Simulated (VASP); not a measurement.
Level of theory: revPBE GGA, VASP's PBE PAW potentials (set 64) (plane waves; VASP).

The input files of a VASP run:

### KPOINTS
```
Automatic mesh
0
gamma
 18 18 5
0.5 0.5 0.5
```

**INCAR**
```
SYSTEM = Zn
PREC = Accurate
ENCUT = 300
EDIFF = 1E-6
NELM = 100
ALGO = Normal
LREAL = .FALSE.
LASPH = .TRUE.
ISMEAR = 0
SIGMA = 0.2
GGA = RE
LMAXMIX = 4
LWAVE = .FALSE.
LCHARG = .FALSE.
ISIF = 2
```

POSCAR:
```
Zn
2.789830
  1.0000000000   0.0000000000   0.0000000000
 -0.5000000000   0.8660255284   0.0000000000
  0.0000000000   0.0000000000   3.2175071599
Zn
4
Cartesian
  0.0000000000   0.0000000000   0.0000000000
  0.0000000000   0.0000000000   1.6087535800
 -0.0000005000   0.5773506410   0.8043767900
  0.5000005000   0.2886748875   2.4131303700
```

POTCAR, in this order: Zn (PBE.64 set). Program: vasp_std.

Output of the run:

**OUTCAR**
```
 ion  position               nearest neighbor table
   1  0.000  0.000  0.000-   3 2.76   4 2.76   4 2.76   3 2.76   4 2.76   3 2.76
   2  0.000  0.000  0.500-   3 2.76   4 2.76   4 2.76   3 2.76   4 2.76   3 2.76
   3  0.333  0.667  0.250-   1 2.76   2 2.76   1 2.76   2 2.76   1 2.76   2 2.76
   4  0.667  0.333  0.750-   1 2.76   2 2.76   1 2.76   2 2.76   1 2.76   2 2.76
  LATTYP: Found a hexagonal cell.
 ALAT       =     2.7898300000
 C/A-ratio  =     3.2175071599
 Subroutine PRICEL returns:
 Original cell was already a primitive cell.
 Subroutine GETGRP returns: Found 24 space group operations
The static configuration has the point symmetry D_3d.
 The point group associated with its full space group is D_6h.
The dynamic configuration has the point symmetry D_3d.
 Subroutine INISYM returns: Found 24 space group operations
 Subroutine IBZKPT returns following result:
 Found    270 irreducible k-points:

 Following reciprocal coordinates:
            Coordinates               Weight
  0.027778  0.027778  0.100000     12.000000
  0.083333  0.027778  0.100000     24.000000
  0.138889  0.027778  0.100000     24.000000
  0.194444  0.027778  0.100000     24.000000
  0.250000  0.027778  0.100000     24.000000
  0.305556  0.027778  0.100000     24.000000
  0.361111  0.027778  0.100000     24.000000
  0.416667  0.027778  0.100000     24.000000
  0.472222  0.027778  0.100000     24.000000
 -0.472222  0.027778  0.100000     24.000000
 -0.416667  0.027778  0.100000     24.000000
 -0.361111  0.027778  0.100000     24.000000
 -0.305556  0.027778  0.100000     24.000000
 -0.250000  0.027778  0.100000     24.000000
 -0.194444  0.027778  0.100000     24.000000
 -0.138889  0.027778  0.100000     24.000000
 -0.083333  0.027778  0.100000     24.000000
 -0.027778  0.027778  0.100000     12.000000
  0.083333  0.083333  0.100000     12.000000
  0.138889  0.083333  0.100000     24.000000
  0.194444  0.083333  0.100000     24.000000
  0.250000  0.083333  0.100000     24.000000
  0.305556  0.083333  0.100000     24.000000
  0.361111  0.083333  0.100000     24.000000
  0.416667  0.083333  0.100000     24.000000
  0.472222  0.083333  0.100000     24.000000
 -0.472222  0.083333  0.100000     24.000000
 -0.416667  0.083333  0.100000     24.000000
 -0.361111  0.083333  0.100000     24.000000
 -0.305556  0.083333  0.100000     24.000000
 -0.250000  0.083333  0.100000     24.000000
 -0.194444  0.083333  0.100000     24.000000
 -0.138889  0.083333  0.100000     24.000000
 -0.083333  0.083333  0.100000     12.000000
  0.138889  0.138889  0.100000     12.000000
  0.194444  0.138889  0.100000     24.000000
  0.250000  0.138889  0.100000     24.000000
  0.305556  0.138889  0.100000     24.000000
  0.361111  0.138889  0.100000     24.000000
  0.416667  0.138889  0.100000     24.000000
   k-points           NKPTS =    270   k-points in BZ     NKDIM =    270   number of bands    NBANDS=     28
   number of dos      NEDOS =    301   number of ions     NIONS =      4
   total plane-waves  NPLWV =  13824
   dimension x,y,z NGX =    16 NGY =   16 NGZ =   54
   dimension x,y,z NGXF=    32 NGYF=   32 NGZF=  108
   ions per type =               4
   PREC   = accura    normal or accurate (medium, high low for compatibility)
   ISTART =      0    job   : 0-new  1-cont  2-samecut
   ICHARG =      2    charge: 1-file 2-atom 10-const
   ISPIN  =      1    spin polarized calculation?
   LNONCOLLINEAR =      F non collinear calculations
   LSORBIT =      F    spin-orbit coupling
   INIWAV =      1    electr: 0-lowe 1-rand  2-diag
   ENCUT  =  300.0 eV  22.05 Ry    4.70 a.u.   3.94  3.94 12.68*2*pi/ulx,y,z
   NELM   =    100;   NELMIN=  2; NELMDL= -5     # of ELM steps
...
```

File OSZICAR:
```
       N       E                     dE             d eps       ncg     rms          rms(c)
DAV:   1     0.222623265086E+03    0.22262E+03   -0.17593E+04 15208   0.189E+03
DAV:   2     0.723465853966E+01   -0.21539E+03   -0.20983E+03 15180   0.344E+02
DAV:   3    -0.338431781150E+01   -0.10619E+02   -0.10527E+02 16532   0.914E+01
DAV:   4    -0.346961617201E+01   -0.85298E-01   -0.85136E-01 16108   0.861E+00
DAV:   5    -0.346988789620E+01   -0.27172E-03   -0.27163E-03 16388   0.306E-01    0.572E+00
DAV:   6    -0.316974953450E+01    0.30014E+00   -0.16407E+00 16504   0.206E+01    0.438E+00
DAV:   7    -0.315865232400E+01    0.11097E-01   -0.46434E-02 15916   0.291E+00    0.220E+00
DAV:   8    -0.315317229476E+01    0.54800E-02   -0.39698E-03 18908   0.176E+00    0.964E-02
DAV:   9    -0.315310679411E+01    0.65501E-04   -0.67186E-04 19028   0.991E-01    0.465E-02
DAV:  10    -0.315314028675E+01   -0.33493E-04   -0.33081E-04 17416   0.422E-01    0.274E-02
DAV:  11    -0.315313437572E+01    0.59110E-05   -0.16304E-04 16312   0.444E-01    0.890E-03
DAV:  12    -0.315313377883E+01    0.59690E-06   -0.10513E-05 15864   0.899E-02    0.347E-03
DAV:  13    -0.315313341199E+01    0.36684E-06   -0.37469E-06 13204   0.380E-02
   1 F= -.31531334E+01 E0= -.31404205E+01  d E =-.254258E-01
```

**OUTCAR**
```
------------------------ aborting loop because EDIFF is reached ----------------------------------------
  FORCE on cell =-STRESS in cart. coord.  units (eV):
  Direction    XX          YY          ZZ          XY          YZ          ZX
  --------------------------------------------------------------------------------------
  Total        0.6046023      0.6046024      1.1278208      0.0000000     -0.0000000     -0.0000000
  in kB       16.0102060     16.0102106     29.8653259      0.0000000     -0.0000000     -0.0000000
  external PRESSURE =      20.6285808 kB  Pullay stress =       0.0000000 kB
  volume of cell :       60.50
      direct lattice vectors                 reciprocal lattice vectors
     2.789830000  0.000000000  0.000000000     0.358444780  0.206948160  0.000000000
    -1.394915000  2.416064000  0.000000000     0.000000000  0.413896321  0.000000000
     0.000000000  0.000000000  8.976298000     0.000000000  0.000000000  0.111404501
 POSITION                                       TOTAL-FORCE (eV/Angst)
 -----------------------------------------------------------------------------------
      0.00000      0.00000      0.00000         0.000000      0.000000      0.000000
      0.00000      0.00000      4.48815         0.000000      0.000000      0.000000
     -0.00000      1.61071      2.24407         0.000000     -0.000000     -0.000000
      1.39492      0.80535      6.73222        -0.000000      0.000000      0.000000
 -----------------------------------------------------------------------------------
    total drift:                                0.000000     -0.000000      0.000000
  FREE ENERGIE OF THE ION-ELECTRON SYSTEM (eV)
  ---------------------------------------------------
  free  energy   TOTEN  =        -3.1531334120 eV

  energy  without entropy=       -3.1277076371  energy(sigma->0) =       -3.14042052
```
(Selected blocks of OUTCAR.)

### OUTCAR
```
 val. band max:        3.3362777933   @ k =   0.3611   0.3056   0.3000

 cond. band min:       3.3661125833   @ k =   0.4722   0.0833   0.3000


 Fermi energy:         3.3595992027

 k-point     1 :       0.0278    0.0278    0.1000
  band No.  band energies     occupation
      1      -7.0819      2.00000
      2      -5.6895      2.00000
      3      -5.2803      2.00000
      4      -5.1005      2.00000
      5      -4.4133      2.00000
      6      -4.4102      2.00000
      7      -4.3918      2.00000
      8      -4.3891      2.00000
      9      -4.3778      2.00000
     10      -4.3735      2.00000
     11      -4.3077      2.00000
     12      -4.3002      2.00000
     13      -4.2859      2.00000
     14      -4.2833      2.00000
     15      -4.1282      2.00000
     16      -4.0999      2.00000
     17      -4.0809      2.00000
     18      -3.9698      2.00000
     19      -3.9218      2.00000
     20      -3.8794      2.00000
     21      -3.7742      2.00000
     22      -3.7710      2.00000
     23      -3.7382      2.00000
     24       0.1866      2.00000
     25       2.4399      2.00000
     26       9.8446      0.00000
     27      12.0874      0.00000
     28      17.0693      0.00000

 k-point     2 :       0.0833    0.0278    0.1000
  band No.  band energies     occupation
      1      -6.8786      2.00000
      2      -5.5214      2.00000
      3      -5.1484      2.00000
      4      -5.0367      2.00000
      5      -4.4696      2.00000
      6      -4.4347      2.00000
      7      -4.4309      2.00000
      8      -4.3875      2.00000
      9      -4.3627      2.00000
     10      -4.3505      2.00000
     11      -4.3331      2.00000
     12      -4.2854      2.00000
     13      -4.2601      2.00000
     14      -4.2476      2.00000
     15      -4.2077      2.00000
     16      -4.1308      2.00000
     17      -4.0908      2.00000
     18      -3.9681      2.00000
     19      -3.8875      2.00000
     20      -3.8785      2.00000
...
```

At this cut-off the stress carries a Pulay error, which pulls relaxed volumes low.

The structure was generated: Zn was put into an ordered model structure, which need not be its known phase. The cell was not relaxed at this level.
